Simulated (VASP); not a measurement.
# Co: surface energy and work function by face, part 2 of 2

Which face of Co is cheapest, and which holds its electrons hardest?

VASP 6.6.1; PBE, spin-polarised from a ferromagnetic start; plane waves and PAW (Co).

Still holding for the runs below: The magnetic state follows from one typed start and may not be the lowest.

So far. Step 5 (Vacuum level and density of states, 8 atoms, face …): The vacuum level lies 4.92 eV above the Fermi level at the upper face; both faces agree, as the slab has next to no dipole. Step 6 (Surface relaxation, 12 atoms, face Co(10-10)): The run ended after 6 ionic steps, 0.040 eV below its first step, once the forces on the free atoms met EDIFFG = -0.03.

## 7. Potential and states of the slab, 12 atoms, face Co(10-10)

Contents of INCAR:

```
SYSTEM = Co
PREC = Normal
ENCUT = 320
EDIFF = 1E-06
NELM = 120
ISMEAR = 1
SIGMA = 0.15
LREAL = .FALSE.
ALGO = Fast
GGA = PE
NBANDS = 86
ISPIN = 2
MAGMOM = 2 2 2 2 2 2 2 2 2 2 2 2
LASPH = .TRUE.
LMAXMIX = 4
LORBIT = 11
LWAVE = .FALSE.
LCHARG = .TRUE.
KPAR = 4
IDIPOL = 3
LDIPOL = .TRUE.
DIPOL = 0.5 0.5 0.5
LVHAR = .TRUE.
LVACPOTAV = .TRUE.
NEDOS = 1500
```

Contents of POSCAR:

```
Co
1.0
    2.4880051214      0.0000000000      0.0000000000
    0.0000000000      4.0246253001      0.0000000000
    0.0000000000      0.0000000000     26.4916034127
Co
12
Direct
    0.0000000000      0.0000000000      0.2854391565
    0.5000000000      0.0000000000      0.3639011060
    0.5000000000      0.5000000000      0.3091934904
    0.0000000000      0.0000000000      0.4456348111
    0.0000000000      0.5000000000      0.3909050335
    0.5000000000      0.0000000000      0.5272138219
    0.5000000000      0.5000000000      0.4727861781
    0.0000000000      0.0000000000      0.6090949665
    0.0000000000      0.5000000000      0.5543651889
    0.5000000000      0.0000000000      0.6908065096
    0.5000000000      0.5000000000      0.6360988940
    0.0000000000      0.5000000000      0.7145608435
```

Contents of KPOINTS:

```
Automatic mesh
0
Gamma
12 8 1
0 0 0
```

The projector-augmented-wave data sets are Co (PBE family, release 64).

Run with:

```bash
$ mpirun -np 4 vasp_std
```

It took 4.7 min on 4 MPI ranks of AMD EPYC 7R13 (Zen 3), shared host; peak memory 2.1 GiB; 19 min of CPU time.

This step gave:

```yaml
electronic_cycles: 41
free_energy_toten: -81.6926 eV
energy_at_zero_smearing: -81.6949 eV
vacuum_levels: 7.42, 7.42 eV
work_functions_of_the_upper_and_lower_face: 4.708, 4.708 eV
```

Zero at the Fermi level. Table of planar average of the electrostatic potential by height:

height (Å), planar average of the electrostatic potential (eV) and a bar from the least value:
```
      0.0        4.7 ##############################
      0.5        4.7 ##############################
      1.0        4.7 ##############################
      1.5        4.7 ##############################
      2.0        4.7 ##############################
      2.5        4.7 ##############################
      3.0        4.7 ##############################
      3.5        4.7 ##############################
      4.0        4.7 ##############################
      4.5        4.7 ##############################
      5.0        4.7 ##############################
      5.5        4.6 ##############################
      6.0        4.1 #############################
      6.5        2.7 ###########################
      7.0       -2.7 ####################
      7.5      -13.7 ####
      8.0      -16.8 
      8.5       -9.2 ###########
      9.0       -3.7 ##################
      9.5      -12.0 #######
     10.0      -15.7 ##
     10.5      -11.9 #######
     11.0       -3.5 ###################
     11.5       -8.8 ###########
     12.0      -15.1 ##
     12.5      -13.9 ####
     13.0       -5.6 ################
     13.5       -5.7 ###############
     14.0      -14.0 ####
     14.5      -15.1 ##
     15.0       -8.7 ###########
     15.5       -3.6 ##################
     16.0      -12.1 #######
     16.5      -15.7 ##
     17.0      -11.9 #######
     17.5       -3.7 ##################
     18.0       -9.4 ##########
     18.5      -16.9 
     19.0      -13.5 #####
     19.5       -2.5 ####################
     20.0        2.7 ###########################
     20.5        4.2 #############################
     21.0        4.6 ##############################
     21.5        4.7 ##############################
     22.0        4.7 ##############################
     22.5        4.7 ##############################
     23.0        4.7 ##############################
     23.5        4.7 ##############################
     24.0        4.7 ##############################
     24.5        4.7 ##############################
     25.0        4.7 ##############################
     25.5        4.7 ##############################
     26.0        4.7 ##############################
```

Density of states in the PAW spheres, an atom over height of the layer and energy from the Fermi level.

Values in states/eV, 22 rows by 12 columns, each cell a mean:
```
1.54 1.11 0.96 0.81 0.81 0.89 0.89 0.81 0.81 0.96 1.11 1.54
1.07 0.94 0.90 0.87 0.91 0.87 0.87 0.91 0.87 0.90 0.94 1.07
1.30 1.17 0.99 1.04 1.20 1.26 1.26 1.20 1.04 0.99 1.17 1.30
2.56 2.66 2.67 3.16 3.24 3.23 3.23 3.24 3.16 2.67 2.66 2.56
2.42 2.66 2.54 2.44 2.16 2.20 2.20 2.16 2.44 2.54 2.66 2.42
2.07 2.11 1.59 1.45 1.49 1.43 1.43 1.49 1.45 1.59 2.11 2.07
2.44 2.12 1.64 1.59 1.79 1.80 1.80 1.79 1.59 1.64 2.12 2.44
2.33 1.99 1.86 2.18 2.26 2.20 2.20 2.26 2.18 1.86 1.99 2.33
1.72 1.76 1.94 1.95 1.81 1.90 1.90 1.81 1.95 1.94 1.76 1.72
1.51 1.52 1.54 1.39 1.39 1.32 1.32 1.39 1.39 1.54 1.52 1.51
1.19 1.25 1.37 1.31 1.31 1.30 1.30 1.31 1.31 1.37 1.25 1.19
0.66 0.84 1.17 1.09 1.13 1.17 1.17 1.13 1.09 1.17 0.84 0.66
0.73 0.85 1.15 1.00 0.92 0.93 0.93 0.92 1.00 1.15 0.85 0.73
0.42 0.53 0.88 0.77 0.69 0.67 0.67 0.69 0.77 0.88 0.53 0.42
0.25 0.31 0.48 0.48 0.46 0.45 0.45 0.46 0.48 0.48 0.31 0.25
0.14 0.16 0.19 0.18 0.19 0.18 0.18 0.19 0.18 0.19 0.16 0.14
0.12 0.14 0.16 0.15 0.16 0.16 0.16 0.16 0.15 0.16 0.14 0.12
0.06 0.08 0.11 0.10 0.10 0.10 0.10 0.10 0.10 0.11 0.08 0.06
0.07 0.09 0.12 0.10 0.10 0.10 0.10 0.10 0.10 0.12 0.09 0.07
0.05 0.06 0.08 0.07 0.07 0.08 0.08 0.07 0.07 0.08 0.06 0.05
0.03 0.05 0.09 0.09 0.07 0.06 0.06 0.07 0.09 0.09 0.05 0.03
0.02 0.03 0.06 0.06 0.05 0.05 0.05 0.05 0.06 0.06 0.03 0.02
```
Columns: height of the layer (Å) from 7.6 to 18.9 (not evenly spaced); rows upwards: energy from the Fermi level (eV) from -7.9 to 0.5.

Spin density in the ca plane at fractional y = 0.000, with atoms of Co within 0.2 Å of it.

Ten even steps from '0' (0.0 e/Å³) to '9' (2.5 e/Å³), each cell a mean:
```
61000000015730000000026730000000000000000000
20001100002310001100002310001100000000000000
00014630000000014520000000025520000000000000
00016951000000027940000000038830000000000000
00015840000000026730000000037730000000000000
10002310001100002210001100002200000000000000
41000000014630000000015520000000000000000000
82000000027940000000038930000000000000000000
```
Columns run along c (16.0 Å, from fractional 0.30 to 0.90 of the cell), rows up along a (2.5 Å). Atoms in or near the plane, at fractional coordinates: Co at (0.36, 0.50), Co at (0.45, 0.00), Co at (0.53, 0.50), Co at (0.61, 0.00), Co at (0.69, 0.50).

Valence density in the ca plane at fractional y = 0.000, with atoms of Co within 0.2 Å of it. It is the smooth field of the valence electrons, not physical close to the nuclei.

Ten even steps from '0' (0.0 e/Å³) to '9' (8.6 e/Å³), each cell a mean:
```
51000000015740000000026730000000000000000000
20001210002310001100012310001100000000000000
00014630000000015520000000025520000000000000
00026951000000028940000000038830000000000000
00015841000000026730000000037720000000000000
10002310001210002310001100012210000000000000
41000000014630000000025520000000000000000000
72000000027951000000038940000000000000000000
```
Columns run along c (16.0 Å, from fractional 0.30 to 0.90 of the cell), rows up along a (2.5 Å). Atoms in or near the plane, at fractional coordinates: Co at (0.36, 0.50), Co at (0.45, 0.00), Co at (0.53, 0.50), Co at (0.61, 0.00), Co at (0.69, 0.50).

The map of layer states is cut here 0.5 eV above the Fermi level, so it leaves out the states above that.

The vacuum level lies 4.71 eV above the Fermi level at the upper face; both faces agree, as the slab has next to no dipole.

The program found no field-free point at its default tolerance, but its printed level agrees with the flat part of the planar average.

On this mesh the fine structure of the density of states is sampling noise, and high empty states may be cut by the number of bands.

## 8. The faces side by side

This step: surfaces of a metal, PBE; plane waves and PAW (VASP 6.6.1).

No new run; the numbers come from the runs before.

Symmetric slabs, all atoms free. All faces:

```tsv
face	layers	area a surface atom (Å²)	work function (eV)	surface energy as cut (J/m²)	surface energy relaxed (J/m²)	change of the top spacing (%)	moment of the top atom (μB)
Co(0001)	8	5.361	4.924	2.135	2.094	-2.93	1.727
Co(10-10)	12	10.01	4.708	2.304	2.272	-12.38	1.8
```

Each surface energy is the slab's energy less its number of atoms times the bulk energy of -7.0446 eV, over twice the cell's area.

## 9. Outcome

```
Co(0001)  : 2.09 J/m², 4.92 eV
Co(10-10) : 2.27 J/m², 4.71 eV
```

In words: The cheapest face is Co(0001) at 2.09 J/m², against 2.27 for Co(10-10). The work functions are 4.92 eV for Co(0001) and 4.71 eV for Co(10-10). The densest face has the highest work function, as the smoothing of the electron density over an open face lowers the surface dipole. The densest face is also the cheapest, since it cuts the fewest bonds an area. The top spacing changes by -2.9 % on Co(0001) and -12.4 % on Co(10-10). The top atom holds 1.73 μB on Co(0001) and 1.80 μB on Co(10-10). Of the two ends of the prism face, the one with the short outer spacing was run. One thickness was run for each face, and bulk and slab meshes don't match, which leaves some hundredths of a J/m². The cells are 1 × 1 and can't reconstruct.

[Lines on the potential files, build, host, timing and source positions are cut from VASP's logs without a mark.]

[Logs are printed without paths, hosts, clocks, repeated set-up lines and the standing remarks that a program may print on its own settings, such as how far it seeks lower states.]

[Hosts, paths, dates, database ids (printed as entryN), source tags and the programs' standing remarks are cut or masked in the printed files.]

[Runs that stopped without an error message from VASP are left out.]
